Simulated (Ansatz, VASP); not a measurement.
# Cross-check of WS2 between VASP and Ansatz, part 2 of 2

One calculation is typed for both programs; each brings its own data sets. How far apart do they land? The structure shown is the end of the Ansatz relaxation below.

VASP 6.6.1 and Ansatz 0.2.0.

So far. Step 3 (VASP: single point, PBE with D3(BJ), pair 1): The run ends at a pressure of 0.20 GPa, with forces up to 0.054 eV/Å.

**6. VASP: single point, PBE with D3(BJ), pair 2**

Level of this step: PBE with D3(BJ), no spin polarisation; plane waves and PAW (W, S) (VASP).

The same cell, functional, mesh and smearing now go to VASP, with its own data sets.

File INCAR:

```
SYSTEM = WS2
PREC = Accurate
ENCUT = 600
EDIFF = 1E-06
NELM = 120
ISMEAR = -1
SIGMA = 0.02
LREAL = .FALSE.
ALGO = Normal
GGA = PE
IVDW = 12
NBANDS = 24
LASPH = .TRUE.
LORBIT = 11
LWAVE = .FALSE.
LCHARG = .FALSE.
ISIF = 2
GGA_COMPAT = .FALSE.
EFERMI = MIDGAP
KPAR = 2
```

File POSCAR:

```
WS2
1.0
    3.1568149790      0.0000000000      0.0000000000
   -1.5784074895      2.7338819668      0.0000000000
    0.0000000000      0.0000000000     11.8961122000
W S
2 4
Direct
    0.3333332876      0.6666667124      0.2500000000
    0.6666667124      0.3333332876      0.7500000000
    0.3333333790      0.6666666210      0.6180088832
    0.6666666210      0.3333333790      0.1180088832
    0.3333333790      0.6666666210      0.8819911168
    0.6666666210      0.3333333790      0.3819911168
```

File KPOINTS:

```
Automatic mesh
0
Gamma
10 10 3
0 0 0
```

PAW data sets: W and S (PBE family, release 64).

Launch:

```console
mpirun -np 2 vasp_std
```

Numbers of over 12 decimals in the logs are rounded to 6 here.

What it wrote:

```text
[... set-up lines as in an earlier step ...]
 entering main loop
       N       E                     dE             d eps       ncg     rms          rms(c)
DAV:   1     0.211748644480E+03    0.21175E+03   -0.17871E+04  1344   0.150E+03
DAV:   2    -0.316993581837E+02   -0.24345E+03   -0.23336E+03  1792   0.310E+02
DAV:   3    -0.496378294366E+02   -0.17938E+02   -0.17639E+02  1832   0.778E+01
DAV:   4    -0.500348149531E+02   -0.39699E+00   -0.39619E+00  1856   0.131E+01
[...]
DAV:  12    -0.472338324564E+02   -0.24802E-04   -0.35192E-04  1872   0.119E-01    0.535E-02
DAV:  13    -0.472338388576E+02   -0.64013E-05   -0.18307E-05  1824   0.270E-02    0.138E-02
DAV:  14    -0.472338384400E+02    0.41769E-06   -0.24321E-06  1480   0.856E-03
   1 F= -.49898768E+02 E0= -.49898768E+02  d E =-.762376E-11
```

OUTCAR, selected parts (step 6):

```text
 Edisp (eV)   -2.66493

  Total      -0.44545    -0.44545     0.63023     0.00000    -0.00000     0.00000
  in kB      -6.95149    -6.95149     9.83501     0.00000    -0.00000     0.00000
  external pressure =       -1.36 kB  Pullay stress =        0.00 kB

 POSITION                                       TOTAL-FORCE (eV/Angst)
 -----------------------------------------------------------------------------------
     -0.00000      1.82259      2.97403        -0.000000     -0.000000      0.000000
      1.57841      0.91129      8.92208        -0.000000     -0.000000      0.000000
      0.00000      1.82259      7.35190         0.000000     -0.000000      0.054838
      1.57841      0.91129      1.40385         0.000000      0.000000      0.054838
      0.00000      1.82259     10.49227         0.000000      0.000000     -0.054838
      1.57841      0.91129      4.54421         0.000000      0.000000     -0.054838
 -----------------------------------------------------------------------------------
    total drift:                               -0.000073      0.000042     -0.000001

  FREE ENERGIE OF THE ION-ELECTRON SYSTEM (eV)
  ---------------------------------------------------
  free  energy   TOTEN  =       -49.8987675446 eV

  energy  without entropy=      -49.8987675446  energy(sigma->0) =      -49.89876754

[... 1 part as in an earlier step ...]

[... 2 further parts left out ...]
[key lines of the parts left out:]
E-fermi :   7.3632
```

The run ends at a pressure of -0.14 GPa, with forces up to 0.055 eV/Å.

**7. Side by side**

What differs besides the data sets and the points named for the pairs above, as far as they apply: the data sets hold 52 valence electrons in Ansatz (on its PAW soft_1 files) and 36 in VASP. Total energies have different zeros and are not compared.

The two programs side by side:

```csv
quantity,Ansatz,VASP,difference
pressure (GPa),0.52,-0.14,+0.65
gap on the k mesh (eV),0.846,0.872,-0.025
```

Forces (eV/Å; atoms numbered as in POSCAR):

```csv
atom,"Ansatz x, y, z","VASP x, y, z"
W1,"0.000, 0.000, 0.000","0.000, 0.000, 0.000"
W2,"0.000, 0.000, 0.000","0.000, 0.000, 0.000"
S3,"0.000, 0.000, 0.000","0.000, 0.000, 0.055"
S4,"0.000, 0.000, 0.000","0.000, 0.000, 0.055"
S5,"0.000, 0.000, 0.000","0.000, 0.000, -0.055"
S6,"0.000, 0.000, 0.000","0.000, 0.000, -0.055"
```

The forces differ by 26 meV/Å r.m.s., where the r.m.s. force is 0.000 eV/Å in Ansatz and 0.026 eV/Å in VASP: the atoms lie near their places of rest in Ansatz, so a percentage would say little (all taken over all components). A gap on the mesh is an upper bound, since the band edges may lie between its points; neither run holds spin-orbit coupling, which can move the band edges of a compound of W.

**8. Ansatz: relaxation, PBE with D3(BJ)**

This run makes the geometry at which the two programs are then compared. The cell compared in this pair holds 103.62 Å³, against 102.67 Å³ for the pair before.

The structure compared here is the end of the Ansatz relaxation.

File input.yaml:

```yaml
crystal:
  lattice:
    - [3.1620885075, 0.0, 0.0]
    - [-1.5810442537, 2.7384489765, 0.0]
    - [0.0, 0.0, 12.0175011]
  atoms:
    - { symbol: W, position: [0.3333333, 0.6666667, 0.25] }
    - { symbol: W, position: [0.6666667, 0.3333333, 0.75] }
    - { symbol: S, position: [0.3333333, 0.6666667, 0.6202871] }
    - { symbol: S, position: [0.6666667, 0.3333333, 0.1202871] }
    - { symbol: S, position: [0.3333333, 0.6666667, 0.8797129] }
    - { symbol: S, position: [0.6666667, 0.3333333, 0.3797129] }
kpoints:
  mp_grid: { grid: [10, 10, 3] }
scf:
  occupations: { method: fermi_dirac, width: 0.02 }
hamiltonian:
  xc: pbe
  pseudopotentials: { kind: paw, azcp: { folder: soft_1 } }
  dispersion: d3bj
basis:
  ecutwfc: 600
output:
  forces: true
  stress: true
  write_density: true
  write_potential: true
  elf: true
  volumetric_format: npy
relax:
  f_tol: 0.005
  max_steps: 70
  cell: { stress_tol: 0.02, p_target: 0, fix: [c, alpha, beta, gamma] }
```

Launch:

```console
ansatz run input.yaml --threads 4 --pin off --max-ram 10240MiB --backend cpu --events-out ev --progress --plain --runs-dir out
```

What it wrote:

```text
[...]
Crystal: 6 atoms, lattice volume = 104.062 Å³
Basis set: ecut = 600 eV, 3529 PW (Γ), exchange–correlation on 54×54×200 points (8 copies of the dense FFT grid, shifted against one another)
Bands: 32, of which v1, the nominal top of the filled ones, is band 26 counted from 1 (25 counted from 0)
Symmetry: 8 space group operations
k-points: 62 of 300
[...]
- [3.155377, -2.880628097528723e-11, 0.0]
    - [-1.577688, 2.732637, 0.0]
    - [0.0, 0.0, 12.0175011]
  atoms:
    - { symbol: W, position: [0.333333, 0.666667, 0.25] }
    - { symbol: W, position: [0.666667, 0.333333, 0.750000] }
    - { symbol: S, position: [0.333333, 0.666667, 0.619142] }
    - { symbol: S, position: [0.666667, 0.333333, 0.119142] }
    - { symbol: S, position: [0.333333, 0.666667, 0.880858] }
    - { symbol: S, position: [0.666667, 0.333333, 0.380858] }
[key lines of the parts left out:]
SCF converged after 8 iterations
Free energy (F): -24387.517809 eV
Fermi energy:    12.661351 eV
P = ⅓ Tr σ = 0.2374 GPa (2.374 kbar)
```

**9. VASP: single point, PBE with D3(BJ), pair 3**

The same cell, functional, mesh and smearing now go to VASP, with its own data sets.

INCAR is that of step 6.

File POSCAR:

```
WS2
1.0
    3.1553769208      0.0000000000      0.0000000000
   -1.5776884604      2.7326365719      0.0000000000
    0.0000000000      0.0000000000     12.0175011000
W S
2 4
Direct
    0.3333332917      0.6666667083      0.2500000000
    0.6666667083      0.3333332917      0.7500000000
    0.3333333749      0.6666666251      0.6191419601
    0.6666666251      0.3333333749      0.1191419601
    0.3333333749      0.6666666251      0.8808580399
    0.6666666251      0.3333333749      0.3808580399
```

KPOINTS is that of step 6.

Launch:

```console
mpirun -np 2 vasp_std
```

What it wrote:

```text
[... set-up lines as in an earlier step ...]
 entering main loop
       N       E                     dE             d eps       ncg     rms          rms(c)
DAV:   1     0.205456571210E+03    0.20546E+03   -0.17623E+04  1344   0.149E+03
DAV:   2    -0.319777603067E+02   -0.23743E+03   -0.22815E+03  1768   0.305E+02
DAV:   3    -0.496273895755E+02   -0.17650E+02   -0.17483E+02  1856   0.765E+01
DAV:   4    -0.500702316454E+02   -0.44284E+00   -0.44177E+00  1776   0.137E+01
[...]
DAV:  12    -0.472680154716E+02   -0.13395E-04   -0.39457E-04  1840   0.126E-01    0.537E-02
DAV:  13    -0.472680223552E+02   -0.68836E-05   -0.25416E-05  1880   0.305E-02    0.144E-02
DAV:  14    -0.472680219788E+02    0.37640E-06   -0.23348E-06  1464   0.859E-03
   1 F= -.49905901E+02 E0= -.49905901E+02  d E =-.202902E-11
```

Parts of OUTCAR (step 9):

```text
 Edisp (eV)   -2.63788

  Total      -0.44884    -0.44884     0.09043     0.00000     0.00000     0.00000
  in kB      -6.93988    -6.93988     1.39824     0.00000     0.00000     0.00000
  external pressure =       -4.16 kB  Pullay stress =        0.00 kB

 POSITION                                       TOTAL-FORCE (eV/Angst)
 -----------------------------------------------------------------------------------
     -0.00000      1.82176      3.00438        -0.000000     -0.000000      0.000000
      1.57769      0.91088      9.01313         0.000000     -0.000000      0.000000
      0.00000      1.82176      7.44054        -0.000000      0.000000      0.055447
      1.57769      0.91088      1.43179         0.000000     -0.000000      0.055447
      0.00000      1.82176     10.58571        -0.000000     -0.000000     -0.055447
      1.57769      0.91088      4.57696         0.000000      0.000000     -0.055447
 -----------------------------------------------------------------------------------
    total drift:                               -0.000066      0.000038     -0.000001

  FREE ENERGIE OF THE ION-ELECTRON SYSTEM (eV)
  ---------------------------------------------------
  free  energy   TOTEN  =       -49.9059005979 eV

  energy  without entropy=      -49.9059005979  energy(sigma->0) =      -49.90590060

[... 1 part as in an earlier step ...]

[... 2 further parts left out ...]
[key lines of the parts left out:]
E-fermi :   7.2303
```

The run ends at a pressure of -0.42 GPa, with forces up to 0.055 eV/Å.

**10. Differences**

What differs besides the data sets and the points named for the pairs above, as far as they apply: the data sets hold 52 valence electrons in Ansatz (on its PAW soft_1 files) and 36 in VASP. Total energies have different zeros and are not compared.

The two programs side by side:

```csv
quantity,Ansatz,VASP,difference
pressure (GPa),0.24,-0.42,+0.65
gap on the k mesh (eV),0.903,0.927,-0.025
```

Forces (eV/Å; atoms numbered as in POSCAR):

(Unchanged from step 7.)

The forces differ by 26 meV/Å r.m.s., where the r.m.s. force is 0.000 eV/Å in Ansatz and 0.026 eV/Å in VASP: the atoms lie near their places of rest in Ansatz, so a percentage would say little (all taken over all components). A gap on the mesh is an upper bound, since the band edges may lie between its points; neither run holds spin-orbit coupling, which can move the band edges of a compound of W.

**11. Outcome**

```json
{
  "r.m.s. force difference (single point, PBE with D3(BJ), pair 1)": "26 meV/Å",
  "difference in pressure (single point, PBE with D3(BJ), pair 1)": "0.65 GPa",
  "r.m.s. force difference (single point, PBE with D3(BJ), pair 2)": "26 meV/Å",
  "difference in pressure (single point, PBE with D3(BJ), pair 2)": "0.65 GPa",
  "r.m.s. force difference (single point, PBE with D3(BJ), pair 3)": "26 meV/Å",
  "difference in pressure (single point, PBE with D3(BJ), pair 3)": "0.65 GPa"
}
```

The r.m.s. force difference is 26 meV/Å (single point, PBE with D3(BJ), pair 3), beyond the 12 meV/Å picked in this series as the mark of a large difference. The data sets hold unlike numbers of valence electrons (52 in Ansatz and 36 in VASP), so part of the differences comes from the potentials. What causes the difference of the single point, PBE with D3(BJ), pair 1 pair stays open here. What causes the difference of the single point, PBE with D3(BJ), pair 2 pair stays open here. What causes the difference of the single point, PBE with D3(BJ), pair 3 pair stays open here. 3 further runs of this series are not shown here. Such differences can come from data sets, numerical settings and the points named under the comparisons, not from the functional's error against experiment.

[Lines on the potential files, build, host, timing and source positions are cut from VASP's logs without a mark.]

[Logs are printed without paths, hosts, clocks, repeated set-up lines and the standing remarks that a program may print on its own settings, such as how far it seeks lower states.]

[Hosts, paths, dates, database ids (printed as entryN), source tags and the programs' standing remarks are cut or masked in the printed files.]
